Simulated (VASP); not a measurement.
# CuGe3F6 (Fm-3m) in VASP: single point with r2SCAN

Aim: the single point of CuGe3F6 with r2SCAN.

Everything below comes from runs of VASP 6.6.1. Logs are shortened: lines on timing, memory, paths and dates and some standing lists are left out, and cuts for length are marked.

**1. The structure**

The structure is cubic, space group Fm-3m (No. 225). Conventional cell: a = 7.927 Å, b = 7.927 Å, c = 7.927 Å, α = 90.00°, β = 90.00°, γ = 90.00°. Ge (site symmetry -43m) has 12 F at 2.84 Å as nearest neighbours. Around Ge (site symmetry m-3m) lie 6 F at 2.44 Å. Cu (site symmetry m-3m) is surrounded by 6 F at 1.53 Å. Around F (site symmetry 4mm) lie 1 Cu at 1.53 Å.

The cell was built by a generator and needn't be a form met in nature.

**2. Single point, r2SCAN**

POSCAR

```
CuGe3F6
1.0
    0.0000000000      3.9633774200      3.9633774200
    3.9633774200      0.0000000000      3.9633774200
    3.9633774200      3.9633774200      0.0000000000
Ge Cu F
3 1 6
Direct
    0.2500000000      0.2500000000      0.2500000000
    0.7500000000      0.7500000000      0.7500000000
    0.0000000000      0.0000000000      0.0000000000
    0.5000000000      0.5000000000      0.5000000000
    0.3076000000      0.6924000000      0.3076000000
    0.3076000000      0.6924000000      0.6924000000
    0.6924000000      0.3076000000      0.6924000000
    0.6924000000      0.3076000000      0.3076000000
    0.3076000000      0.3076000000      0.6924000000
    0.6924000000      0.6924000000      0.3076000000
```

INCAR.step1

```
PREC     = Accurate       # precision mode
ENCUT    = 520            # plane-wave cutoff, eV
ISMEAR   = -1             # smearing method
SIGMA    = 0.1            # smearing width, eV
LREAL    = False          # projectors in reciprocal space
LASPH    = True           # aspherical terms in the spheres
NELM     = 100            # most SCF steps
NBANDS   = 58             # bands
GGA      = PE             # functional
ALGO     = Normal         # electronic algorithm
EDIFF    = 1E-4           # SCF threshold, eV
LWAVE    = True           # write WAVECAR
LCHARG   = False          # write CHGCAR
```

INCAR.step2

```
PREC     = Accurate       # precision mode
ENCUT    = 520            # plane-wave cutoff, eV
EDIFF    = 1E-6           # SCF threshold, eV
ISMEAR   = -1             # smearing method
SIGMA    = 0.1            # smearing width, eV
LREAL    = False          # projectors in reciprocal space
LASPH    = True           # aspherical terms in the spheres
NELM     = 100            # most SCF steps
ALGO     = Normal         # electronic algorithm
ISIF     = 2              # what is computed and relaxed
LWAVE    = False          # write WAVECAR
LCHARG   = False          # write CHGCAR
METAGGA  = R2SCAN         # meta-GGA
LMIXTAU  = True         
NBANDS   = 58             # bands
ISTART   = 1
```

KPOINTS

```
Automatic mesh
0
Gamma
  7 7 7
```

Potentials or basis: VASP PAW PBE potentials, release 64 (Ge_d, Cu, F).

Run with:

```console
$ cat potpaw_PBE.64/Ge_d/POTCAR potpaw_PBE.64/Cu/POTCAR potpaw_PBE.64/F/POTCAR > POTCAR
$ cp INCAR.step1 INCAR
$ mpirun -np 1 vasp_std > vasp.out
$ cp INCAR.step2 INCAR
$ mpirun -np 1 vasp_std > vasp.out
```

OUTCAR:

```text
PREC = Accurate
   ENCUT = 520
   EDIFF = 1E-6
   ISMEAR = -1
   LREAL = False
   LASPH = True
   NELM = 100
   ISIF = 2
   METAGGA = R2SCAN
   ISTART = 1

 ion  position               nearest neighbor table
   1  0.250  0.250  0.250-
   2  0.750  0.750  0.750-
   3  0.000  0.000  0.000-
   4  0.500  0.500  0.500-   5 1.53   6 1.53   7 1.53   8 1.53   9 1.53  10 1.53
   5  0.308  0.692  0.308-   4 1.53
   6  0.308  0.692  0.692-   4 1.53
   7  0.692  0.308  0.692-   4 1.53
   8  0.692  0.308  0.308-   4 1.53
   9  0.308  0.308  0.692-   4 1.53
  10  0.692  0.692  0.308-   4 1.53

  LATTYP: Found a face centered cubic cell.
 ALAT       =     7.9267548400

  Lattice vectors:

 A1 = (   0.0000000000,   3.9633774200,   3.9633774200)
 A2 = (   3.9633774200,   0.0000000000,   3.9633774200)
 A3 = (   3.9633774200,   3.9633774200,   0.0000000000)

Analysis of symmetry for initial positions (statically):
=====================================================================
 Subroutine PRICEL returns:
 Original cell was already a primitive cell.

 Routine SETGRP: Setting up the symmetry group for a
 face centered cubic supercell.

 Subroutine GETGRP returns: Found 48 space group operations
 (whereof 48 operations were pure point group operations)
 out of a pool of 48 trial point group operations.

The static configuration has the point symmetry O_h .

Analysis of symmetry for dynamics (positions and initial velocities):
=====================================================================
 Subroutine PRICEL returns:
 Original cell was already a primitive cell.

 Routine SETGRP: Setting up the symmetry group for a
 face centered cubic supercell.

 Subroutine GETGRP returns: Found 48 space group operations
 (whereof 48 operations were pure point group operations)
 out of a pool of 48 trial point group operations.

The dynamic configuration has the point symmetry O_h .

 Subroutine INISYM returns: Found 48 space group operations
 (whereof 48 operations are pure point group operations),
 and found     1 'primitive' translations

----------------------------------------------------------------------------------------

                                     Primitive cell

  volume of cell :     124.5163

  direct lattice vectors                    reciprocal lattice vectors
     0.000000000  3.963377420  3.963377420    -0.126155031  0.126155031  0.126155031
     3.963377420  0.000000000  3.963377420     0.126155031 -0.126155031  0.126155031
     3.963377420  3.963377420  0.000000000     0.126155031  0.126155031 -0.126155031

  length of vectors
     5.605062100  5.605062100  5.605062100     0.218506923  0.218506923  0.218506923

  position of ions in fractional coordinates (direct lattice)
     0.250000000  0.250000000  0.250000000
     0.750000000  0.750000000  0.750000000
     0.000000000  0.000000000  0.000000000
     0.500000000  0.500000000  0.500000000
     0.307600000  0.692400000  0.307600000
     0.307600000  0.692400000  0.692400000
     0.692400000  0.307600000  0.692400000
     0.692400000  0.307600000  0.307600000
     0.307600000  0.307600000  0.692400000
     0.692400000  0.692400000  0.307600000

  ion indices of the primitive-cell ions
   primitive index   ion index
                 1           1
                 2           2
                 3           3
                 4           4
                 5           5
                 6           6
                 7           7
                 8           8
                 9           9
                10          10

----------------------------------------------------------------------------------------

 KPOINTS: Automatic mesh

Automatic generation of k-mesh.
 Grid dimensions read from file:
 generate k-points for:    7    7    7

 Generating k-lattice:

  Cartesian coordinates                     Fractional coordinates (reciprocal lattice)
    -0.018022147  0.018022147  0.018022147     0.142857143  0.000000000  0.000000000
     0.018022147 -0.018022147  0.018022147     0.000000000  0.142857143  0.000000000
     0.018022147  0.018022147 -0.018022147     0.000000000  0.000000000  0.142857143

  Length of vectors
     0.031215275  0.031215275  0.031215275

  Shift w.r.t. Gamma in fractional coordinates (k-lattice)
     0.000000000  0.000000000  0.000000000

 Subroutine IBZKPT returns following result:
 ===========================================

 Found     20 irreducible k-points:

 Following reciprocal coordinates:
            Coordinates               Weight
  0.000000  0.000000  0.000000      1.000000
  0.142857  0.000000  0.000000      8.000000
  0.285714  0.000000  0.000000      8.000000
  0.428571  0.000000  0.000000      8.000000
  0.142857  0.142857  0.000000      6.000000
  0.285714  0.142857  0.000000     24.000000
[... 12 lines left out ...]
 -0.428571  0.428571  0.142857     24.000000
 -0.285714  0.428571  0.142857     24.000000
   k-points           NKPTS =     20   k-points in BZ     NKDIM =     20   number of bands    NBANDS=     58
   number of dos      NEDOS =    301   number of ions     NIONS =     10
   total plane-waves  NPLWV =  74088
   dimension x,y,z NGX =    42 NGY =   42 NGZ =   42
   dimension x,y,z NGXF=    84 NGYF=   84 NGZF=   84
   ions per type =               3   1   6
   NGX,Y,Z   is equivalent  to a cutoff of  12.46, 12.46, 12.46 a.u.
   NGXF,Y,Z  is equivalent  to a cutoff of  24.91, 24.91, 24.91 a.u.
 SYSTEM =  unknown system
   PREC   = accura    normal or accurate (medium, high low for compatibility)
   ISTART =      1    job   : 0-new  1-cont  2-samecut
   ICHARG =      0    charge: 1-file 2-atom 10-const
   ISPIN  =      1    spin polarized calculation?
   LNONCOLLINEAR =      F non collinear calculations
   LSORBIT =      F    spin-orbit coupling
   LASPH  =      T    aspherical Exc in radial PAW
   ENCUT  =  520.0 eV  38.22 Ry    6.18 a.u.  10.42 10.42 10.42*2*pi/ulx,y,z
   NELM   =    100;   NELMIN=  2; NELMDL=  0     # of ELM steps
   EDIFF  = 0.1E-05   stopping-criterion for ELM
   LREAL  =      F    real-space projection
   EDIFFG = 0.1E-04   stopping-criterion for IOM
   NSW    =      0    number of steps for IOM
   IBRION =     -1    ionic relax: 0-MD 1-quasi-New 2-CG
   NFREE  =      0    steps in history (QN), initial steepest desc. (CG)
   ISIF   =      2    stress and relaxation
   ISYM   =      2    0-nonsym 1-usesym 2-fastsym
   POTIM  = 0.5000    time-step for ionic-motion
   TEBEG  =    0.0;   TEEND  =   0.0 temperature during run
   PSTRESS=    0.0 pullay stress
   NELECT =      95.0000    total number of electrons
   NUPDOWN=      -1.0000    fix difference up-down
   EMIN   =  10.00;   EMAX   =-10.00  energy-range for DOS
   EFERMI =   0.00;   METHOD = LEGACY
   ISMEAR =    -1;   SIGMA  =   0.10  broadening in eV -4-tet -1-fermi 0-gaus
   EFERMI_NEDOS =   21; number of points for ismear=-14 and -15
   IALGO  =     38    algorithm
   IMIX   =      4    mixing-type and parameters
     AMIX     =   0.40;   BMIX     =  1.00
     AMIX_MAG =   1.60;   BMIX_MAG =  1.00
  volume/ion in A,a.u.               =      12.45        84.03
  Fermi-wavevector in a.u.,A,eV,Ry     =   1.495916  2.826872 30.446646  2.237765
  Thomas-Fermi vector in A             =   2.608000
   LORBIT       =      0    0 simple, 1 ext, 2 COOP (PROOUT), +10 PAW based schemes
   METAGGA = R2SCAN    functional components
   LHFCALC =     F    Hartree Fock is set to
   AEXX    =    0.0000 exact exchange contribution
   IVDW    =     0    specifies the selected vdW correction
   LEPSILON=     F    determine dielectric tensor
   LRPA    =     F    only Hartree local field effects (RPA)
 non-spin polarized calculation
  energy-cutoff  :      520.00
  volume of cell :      124.52
 maximum number of plane-waves:      3383
 NGX is ok and might be reduce to    42
   NGX = 21   NGY = 21   NGZ = 21

 number of electron      95.0000088 magnetization

 Free energy of the ion-electron system (eV)
  ---------------------------------------------------
  ext. energy  EPLUGINS =         0.00000000
  ---------------------------------------------------
  free energy    TOTEN  =       -67.23682865 eV

  energy without entropy =      -67.09412917  energy(sigma->0) =      -67.16547891

 E-fermi :   5.5188     XC(G=0): -11.5082

 val. band max:        5.5118690751   @ k =   0.4286   0.2857   0.1429
 cond. band min:       5.5355491528   @ k =  -0.4286   0.4286   0.1429
 fundamental gap:      0.0236800777
 Fermi energy:         5.5187889639

 k-point     1 :       0.0000    0.0000    0.0000
  band No.  band energies     occupation
      1     -23.6971      2.00000
      2     -21.8910      2.00000
      3     -21.8910      2.00000
      4     -21.8910      2.00000
      5     -21.8839      2.00000
      6     -21.8839      2.00000
[... 50 lines left out ...]
     57      12.6723      0.00000
     58      12.6723      0.00000

 k-point     2 :       0.1429    0.0000    0.0000
  band No.  band energies     occupation
      1     -23.6900      2.00000
      2     -21.8947      2.00000
      3     -21.8903      2.00000
      4     -21.8903      2.00000
      5     -21.8803      2.00000
      6     -21.8803      2.00000
[... 50 lines left out ...]
     57      13.0365      0.00000
     58      13.0365      0.00000

 k-point     3 :       0.2857    0.0000    0.0000
  band No.  band energies     occupation
      1     -23.6740      2.00000
      2     -21.9038      2.00000
      3     -21.8879      2.00000
      4     -21.8879      2.00000
      5     -21.8733      2.00000
      6     -21.8733      2.00000
[... 972 lines left out ...]
      3     -21.8806      2.00000
      4     -21.8724      2.00000
      5     -21.8694      2.00000
      6     -21.8618      2.00000
[... 50 lines left out ...]
     57      14.0182      0.00000
     58      14.5043      0.00000

 k-point    20 :      -0.2857    0.4286    0.1429
  band No.  band energies     occupation
      1     -23.6528      2.00000
      2     -21.9041      2.00000
      3     -21.8770      2.00000
      4     -21.8757      2.00000
      5     -21.8727      2.00000
      6     -21.8615      2.00000
[... 50 lines left out ...]
     57      14.3258      0.00000
     58      14.4694      0.00000

------------------------ aborting loop because EDIFF is reached ----------------------------------------

  FORCE on cell =-STRESS in cart. coord.  units (eV):
  Direction    XX          YY          ZZ          XY          YZ          ZX
  --------------------------------------------------------------------------------------
  -------------------------------------------------------------------------------------
  Total       51.0331766     51.0331766     51.0331766      0.0000000     -0.0000000      0.0000000
  in kB      656.6544568    656.6544568    656.6544568      0.0000000     -0.0000000      0.0000000
  external PRESSURE =     656.6544568 kB  Pullay stress =       0.0000000 kB

 VOLUME and BASIS-vectors are now :
 -----------------------------------------------------------------------------
  energy-cutoff  :      520.00
  volume of cell :      124.52
      direct lattice vectors                 reciprocal lattice vectors
     0.000000000  3.963377420  3.963377420    -0.126155031  0.126155031  0.126155031
     3.963377420  0.000000000  3.963377420     0.126155031 -0.126155031  0.126155031
     3.963377420  3.963377420  0.000000000     0.126155031  0.126155031 -0.126155031

 POSITION                                       TOTAL-FORCE (eV/Angst)
 -----------------------------------------------------------------------------------
      1.98169      1.98169      1.98169        -0.000000     -0.000000      0.000000
      5.94507      5.94507      5.94507        -0.000000      0.000000      0.000000
      0.00000      0.00000      0.00000        -0.000000     -0.000000      0.000000
      3.96338      3.96338      3.96338        -0.000000     -0.000000     -0.000000
      3.96338      2.43827      3.96338        -0.000000    -15.329129      0.000000
      5.48849      3.96338      3.96338        15.329129     -0.000000      0.000000
      3.96338      5.48849      3.96338        -0.000000     15.329129      0.000000
      2.43827      3.96338      3.96338       -15.329129     -0.000000      0.000000
      3.96338      3.96338      2.43827        -0.000000     -0.000000    -15.329129
      3.96338      3.96338      5.48849        -0.000000     -0.000000     15.329129
 -----------------------------------------------------------------------------------
    total drift:                                0.000000      0.000000      0.000000

  FREE ENERGIE OF THE ION-ELECTRON SYSTEM (eV)
  ---------------------------------------------------
  free  energy   TOTEN  =       -67.2368286506 eV

  energy  without entropy=      -67.0941291685  energy(sigma->0) =      -67.16547891
```

Wall time 11 min (1 thread of Intel Xeon Platinum 8488C (Sapphire Rapids), shared host); peak memory 0.35 GiB.

Results:

* Free energy: -67.2368 eV
* Pressure: 65.7 GPa
* Largest force: 15.329 eV/Å
* Band gap on the k mesh: none (metal or under the smearing width)

Forces in eV/Å, atoms in the order of the input:
```
Ge    0.000   0.000   0.000
Ge    0.000   0.000   0.000
Ge    0.000   0.000   0.000
Cu    0.000   0.000   0.000
F     0.000 -15.329   0.000
F    15.329   0.000   0.000
F     0.000  15.329   0.000
F   -15.329   0.000   0.000
F     0.000   0.000 -15.329
F     0.000   0.000  15.329
```

Caveat: a pressure of tens of GPa on the cell as given is suspect, and the run, the potentials or the cell itself is likely at fault; the PAW data sets were made with another functional, which shifts forces and pressure a little; an odd number of electrons without spin polarisation forces a metal; a magnetic or distorted state may lie lower; the run has no spin polarisation, though such a crystal can be magnetic; semilocal functionals often make such compounds metallic where correlation or magnetic order opens a gap, which also shifts bond lengths.
